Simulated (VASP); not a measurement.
Wanted: the native input for a VASP 6.6.1 run.

| Quantity | Value |
| --- | --- |
| Task | relaxation of the atoms |
| Functional | PBE |
| Dispersion | D3(BJ) |
| Potentials or basis | VASP PAW PBE potentials, release 64 (Mg, O) |
| Cutoff | 600 eV |
| k mesh | 12 × 12 × 12 |
| Occupations | gaussian, width 0.03 eV |
| Spin | no spin polarisation |
| Further INCAR settings | ALGO = Normal; EDIFF = 1e-07; IBRION = 2; EDIFFG = -0.01; NSW = 40 |

The structure of MgO (Periclase) lies in POSCAR:

```
MgO                                     
1.0
    0.0000000000      2.0711883400      2.0711883400
    2.0711883400      0.0000000000      2.0711883400
    2.0711883400      2.0711883400      0.0000000000
  Mg              O             
     1     1
Direct
     0.0000000000000000    0.0000000000000000    0.0000000000000000
     0.5000000000000000    0.5000000000000000    0.5000000000000000
```

The cell isn't the ideal one: a relaxed cell with its volume scaled by 0.96.

The input as run:

INCAR

```
PREC = Accurate
ENCUT = 600
EDIFF = 1E-7
ISMEAR = 0
SIGMA = 0.03
LREAL = F
LASPH = T
NELM = 80
ALGO = Normal
ISIF = 2
LWAVE = F
LCHARG = F
GGA = PE
IVDW = 12
IBRION = 2
NSW = 40
EDIFFG = -0.01
```

KPOINTS

```
Automatic mesh
0
Gamma
  12 12 12
```

Potentials or basis: VASP PAW PBE potentials, release 64 (Mg, O).

Command:

```console
$ cat potpaw_PBE.64/Mg/POTCAR potpaw_PBE.64/O/POTCAR > POTCAR
$ mpirun -np 1 vasp_std > vasp.out
```

It gave:

- Pressure after relaxing: 7.2 GPa
- Band gap on the k mesh: 5.23 eV, direct
- Dispersion energy per atom: -0.309 eV

Caveat: the relaxation stopped at its first step, so nothing moved.

It took 6.6 s on 1 thread of AMD EPYC 9R45 (Zen 5), with other jobs on the host, peak memory 0.13 GiB.
